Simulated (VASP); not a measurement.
Crystal: Sn2Bi2O.

```
Sn Bi O
1.0
    -2.61527    2.61527    5.02864
     2.61527   -2.61527    5.02864
     2.61527    2.61527   -5.02864
Sn Bi O
2 2 1
Direct
  0.75826 0.75826 0.00000
  0.24174 0.24174 0.00000
  0.50000 0.00000 0.50000
  0.00000 0.50000 0.50000
  0.50000 0.50000 0.00000
```

The cell was built by a generator and needn't be a form met in nature.

```yaml
Program: VASP 6.6.1
Task: relaxation of cell and atoms
Functional: PBE
Potentials_or_basis: VASP PAW PBE potentials, release 64 (Sn_d, Bi_d, O)
Cutoff: 520 eV
k_mesh: 4 × 4 × 4
Occupations: gaussian, width 0.15 eV
Spin: no spin polarisation
```

At the start: pressure -4.6 GPa; volume 27.52 Å³/atom.

Where does the relaxation end?

Over 15 steps the energy falls by 60.6 meV/atom and the volume is 25.31 Å³/atom (-8.0 %); space group I4/mmm (No. 139, to 0.05 Å).

Step by step:
```csv
step,energy change (eV),largest force (eV/Å),pressure (GPa),volume (Å³)
1,0.0000,0.0912,-4.55,137.58
2,-0.1905,0.1358,1.25,122.59
3,-0.1995,0.0670,0.33,124.92
4,-0.1991,0.0596,0.04,125.48
5,-0.1994,0.0918,0.07,125.24
6,-0.2077,0.0468,-0.06,125.20
7,-0.2361,0.0248,0.16,125.01
8,-0.2910,0.0898,0.82,124.39
9,-0.0505,0.3382,4.32,122.29
10,-0.2938,0.1209,0.93,124.26
11,-0.3002,0.0967,0.39,125.73
12,-0.3004,0.0851,0.16,126.26
13,-0.3003,0.0820,0.06,126.36
14,-0.3014,0.0833,-0.05,126.40
15,-0.3030,0.0546,-0.18,126.54
```

Final structure:
```
CELL_PARAMETERS angstrom
-2.43755 2.43755 5.32412
2.43755 -2.43755 5.32412
2.43755 2.43755 -5.32412
ATOMIC_POSITIONS crystal
Sn 0.76464 0.76464 0.00000
Sn 0.23536 0.23536 0.00000
Bi 0.50000 0.00000 0.50000
Bi 0.00000 0.50000 0.50000
O 0.50000 0.50000 0.00000
```

Caveat: the k mesh is coarse (spacing up to 0.42 Å⁻¹), so the values aren't converged.
